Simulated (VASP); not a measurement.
Data:

HfO₂ is taken in the cubic space group Fm-3m (No. 225), the fluorite structure, Pearson symbol cF12. Conventional cell: a = b = c = 5.0342 Å, α = β = γ = 90.00°. Hf on 4a has 8 O at 2.180 Å (cubic). O on 8c is surrounded by 4 Hf at 2.180 Å (tetrahedral). (Neighbours: up to the widest gap in distance over summed covalent radii, below 1.35, at either atom; cation-cation and far metal-metal contacts left out.)
(The calculation used a cell of 3 atoms; values per cell refer to that cell.)

Method: r2SCAN meta-GGA, VASP's PBE PAW potentials (set 64) (plane waves; VASP 6.6.1). Numerical set-up: 600 eV cut-off, 8×8×8 Γ-centred mesh, Gaussian smearing of 0.050 eV, potentials Hf_pv O.

Each relaxation starts from this cell; other phases were not tried.

The cell is relaxed at 15 GPa. What happens?

The volume per atom goes from 10.63 to 10.11 Å³ (-4.9 %), and the cell becomes a = b = c = 4.9511 Å, α = β = γ = 90.00°, space group Fm-3m. The gap on the mesh goes from 4.36 to 4.51 eV.

The cell is relaxed at 30 GPa. What happens?

The volume per atom goes from 10.63 to 9.71 Å³ (-8.7 %), and the cell becomes a = b = c = 4.8843 Å, α = β = γ = 90.00°, space group Fm-3m. The gap on the mesh goes from 4.36 to 4.63 eV.

Failed runs are left out, and for metals the shear rows, which the mesh's noise covers.

The compound is HfO2 in the fluorite structure, the high-temperature cubic form, which is unstable at 0 K; the monoclinic form is the stable one.
